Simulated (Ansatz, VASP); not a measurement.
# Cross-check of PbF2 (Fluorocronite) between VASP and Ansatz, part 2 of 2

Aim: how closely do two programs agree when they are given the same cell, functional and k mesh?

VASP 6.6.1 and Ansatz 0.2.0.

So far. Step 4 (Side by side): The walks stopped with 0.00 GPa left in Ansatz and 0.08 GPa in VASP; each walk ends within a tolerance, so the volume difference is uncertain by about these residues over the bulk modulus, most in soft cells.

The database entry behind the starting cell differs from later determinations by our own check (about 0.2 % short, mineral), so it need not match the best structure at ambient conditions.

### 5. VASP: relaxation of cell and atoms, PBE with D3(BJ)

Level of this step: PBE with D3(BJ); plane waves and PAW (Pb_d, F) (VASP).

The relaxed volume is the usual yardstick between codes: its relative difference is about their pressure difference at one cell divided by the bulk modulus.

INCAR reads:

```
SYSTEM = PbF2
PREC = Accurate
ENCUT = 560
EDIFF = 1E-06
NELM = 100
ISMEAR = -1
SIGMA = 0.05
LREAL = .FALSE.
ALGO = Normal
GGA = PE
IVDW = 12
NBANDS = 20
LORBIT = 11
LWAVE = .FALSE.
LCHARG = .FALSE.
KPAR = 2
IBRION = 2
NSW = 60
ISIF = 3
EDIFFG = -0.01
```

POSCAR reads:

```
PbF2
1.0
    0.0000000000      2.9653000000      2.9653000000
    2.9653000000      0.0000000000      2.9653000000
    2.9653000000      2.9653000000      0.0000000000
Pb F
1 2
Direct
    0.0000000000      0.0000000000      0.0000000000
    0.2500000000      0.2500000000      0.2500000000
    0.7500000000      0.7500000000      0.7500000000
```

KPOINTS reads:

```
Automatic mesh
0
Gamma
8 8 8
0 0 0
```

The projector-augmented-wave data sets are Pb_d and F (PBE family, release 64).

The run is started by

```bash
$ mpirun -np 2 vasp_std
```

Numbers of over 12 decimals in the logs are rounded to 6 here.

Log:

```text
[banner, memory and clock lines left out]
running    2 mpi-ranks, on    1 nodes
[...]
LDA part: xc-table for (Slater+PW92), standard interpolation
 POSCAR, INCAR and KPOINTS ok, starting setup
[...]
entering main loop
       N       E                     dE             d eps       ncg     rms          rms(c)
DAV:   1     0.313655667102E+03    0.31366E+03   -0.15450E+04  1160   0.167E+03
DAV:   2     0.126357679573E+02   -0.30102E+03   -0.28535E+03  1248   0.459E+02
DAV:   3    -0.154070326517E+02   -0.28043E+02   -0.27641E+02  1340   0.148E+02
DAV:   4    -0.162457024193E+02   -0.83867E+00   -0.83791E+00  1328   0.268E+01
[...]
DAV:  12    -0.143365251623E+02   -0.10811E-04   -0.28004E-05  1208   0.453E-02    0.890E-03
DAV:  13    -0.143365236908E+02    0.14714E-05   -0.94995E-06  1472   0.302E-02    0.976E-04
DAV:  14    -0.143365237407E+02   -0.49843E-07   -0.46100E-07   764   0.561E-03
   1 F= -.14796183E+02 E0= -.14796183E+02  d E =-.147962E+02
[...]
DAV:   5    -0.143458016445E+02   -0.67196E-05   -0.50841E-04  1256   0.271E-01    0.281E-02
DAV:   6    -0.143457737538E+02    0.27891E-04   -0.11240E-04  1556   0.137E-01    0.592E-03
DAV:   7    -0.143457738157E+02   -0.61939E-07   -0.78218E-06  1352   0.234E-02
   2 F= -.14798396E+02 E0= -.14798396E+02  d E =-.221250E-02
 trial-energy change:   -0.002212  1 .order   -0.002209   -0.005192    0.000774
 step:   0.8702(harm=  0.8702)  dis= 0.00000  next Energy=   -14.798442 (dE=-0.226E-02)
[...]
N       E                     dE             d eps       ncg     rms          rms(c)
DAV:   1    -0.143462950489E+02   -0.52130E-03   -0.33475E-02  1512   0.251E+00    0.268E-01
DAV:   2    -0.143450385789E+02    0.12565E-02   -0.55199E-03  1300   0.728E-01    0.568E-02
DAV:   3    -0.143449265322E+02    0.11205E-03   -0.30768E-04  1492   0.267E-01    0.248E-02
DAV:   4    -0.143449112031E+02    0.15329E-04   -0.87837E-05  1432   0.134E-01    0.822E-03
DAV:   5    -0.143449135945E+02   -0.23914E-05   -0.95678E-06  1280   0.365E-02    0.415E-03
DAV:   6    -0.143449133656E+02    0.22889E-06   -0.18099E-06   608   0.186E-02
   3 F= -.14798439E+02 E0= -.14798439E+02  d E =-.225615E-02
[...]
reached required accuracy - stopping structural energy minimisation
```

Parts of OUTCAR (step 5):

```text
 Edisp (eV)   -0.45262

 Edisp (eV)   -0.45353

  Total       0.00687     0.00687     0.00687    -0.00000    -0.00000    -0.00000
  in kB       0.20813     0.20813     0.20813    -0.00000    -0.00000    -0.00000
  external pressure =        0.21 kB  Pullay stress =        0.00 kB

 POSITION                                       TOTAL-FORCE (eV/Angst)
 -----------------------------------------------------------------------------------
      0.00000      0.00000      0.00000         0.000000      0.000000      0.000000
      1.48946      1.48946      1.48946         0.000000      0.000000      0.000000
      4.46837      4.46837      4.46837        -0.000000     -0.000000     -0.000000
 -----------------------------------------------------------------------------------
    total drift:                                0.000000     -0.000000      0.000000

  FREE ENERGIE OF THE ION-ELECTRON SYSTEM (eV)
  ---------------------------------------------------
  free  energy   TOTEN  =       -14.7984393741 eV

  energy  without entropy=      -14.7984393740  energy(sigma->0) =      -14.79843937

[... 2 parts as in an earlier step ...]

[... 2 further parts left out ...]
[key lines of the parts left out:]
E-fermi :   2.8781
```

### 6. Ansatz: relaxation of cell and atoms, PBE with D3(BJ)

The same cell, functional, mesh and smearing now go to Ansatz, which takes its cutoff from its data sets.

input.yaml reads:

```yaml
crystal:
  lattice:
    - [0.0, 2.9653, 2.9653]
    - [2.9653, 0.0, 2.9653]
    - [2.9653, 2.9653, 0.0]
  atoms:
    - { symbol: Pb, position: [0.0, 0.0, 0.0] }
    - { symbol: F, position: [0.25, 0.25, 0.25] }
    - { symbol: F, position: [0.75, 0.75, 0.75] }
hamiltonian:
  xc: pbe
  pseudopotentials: { kind: paw }
  dispersion: d3bj
kpoints:
  mp_grid: { grid: [8, 8, 8] }
scf:
  occupations: { method: fermi_dirac, width: 0.05 }
relax:
  f_tol: 0.01
  max_steps: 60
  cell: { stress_tol: 0.05 }
output:
  forces: true
  stress: true
```

The run is started by

```bash
$ ansatz run input.yaml --threads 4 --pin off --max-ram 9216MiB --backend cpu --events-out ev --progress --plain --runs-dir out
```

Log:

```text
[...]
Crystal: 3 atoms, lattice volume = 52.148 Å³
Basis set: ecut = 420 eV, 965 PW (Γ), exchange–correlation on 60×60×60 points (8 copies of the dense FFT grid, shifted against one another)
Bands: 18, of which v1, the nominal top of the filled ones, is band 14 counted from 1 (13 counted from 0)
Symmetry: 48 space group operations
[...]
k-points: 29 of 512
[...]
-0.000000      -0.000000       0.006024
  P = ⅓ Tr σ = 0.0060 GPa (0.060 kbar)
--- Relaxed structure (4 steps of the walk, 4 accepted, 2 SCFs on fresh bases) ---
[...]
cell:  # Å, volume = 52.9894 Å³
    - [0, 2.981167, 2.981167]
    - [2.981167, 0, 2.981167]
    - [2.981167, 2.981167, 0]
  atoms:
    - { symbol: Pb, position: [0, 0, 0] }
    - { symbol: F, position: [0.250000, 0.250000, 0.250000] }
    - { symbol: F, position: [0.750000, 0.750000, 0.750000] }
[key lines of the parts left out:]
SCF converged after 4 iterations
Free energy (F): -13525.160109 eV
Fermi energy:    7.051590 eV
```

Elapsed: 2.7 s, on 4 threads of Arm Neoverse V1, shared host; peak memory 0.34 GiB; 9.1 s of CPU time.

### 7. Differences

What differs besides the data sets and the points named for the pairs above, as far as they apply: the cutoff is 420 eV in Ansatz and 560 eV in VASP; VASP leaves aspherical gradient terms in its spheres out (LASPH is not set), Ansatz keeps them. Total energies have different zeros and are not compared.

The two programs side by side:

```
                                         quantity  Ansatz   VASP  difference
                                      volume (Å³)   52.99  52.87     +0.23 %
edge a after relaxation, in the typed setting (Å)   4.216  4.213     +0.08 %
```

The walks stopped with 0.01 GPa left in Ansatz and 0.02 GPa in VASP; each walk ends within a tolerance, so the volume difference is uncertain by about these residues over the bulk modulus, most in soft cells.

### 8. Outcome

```
difference in volume (relaxation of cell and atoms, r2SCAN)          : 0.17 %
difference in volume (relaxation of cell and atoms, PBE with D3(BJ)) : 0.23 %
```

In words: The difference in volume is 0.23 % (relaxation of cell and atoms, PBE with D3(BJ)), within the 1.2 % picked in this series as the mark of a large difference, as far as the stopping tolerances let one tell. How closely two codes agree says nothing of how well the functional describes the real material.

[Lines on the potential files, build, host, timing and source positions are cut from VASP's logs without a mark.]

[Logs are printed without paths, hosts, clocks, repeated set-up lines and the standing remarks that a program may print on its own settings, such as how far it seeks lower states.]

[Hosts, paths, dates, database ids (printed as entryN), source tags and the programs' standing remarks are cut or masked in the printed files.]
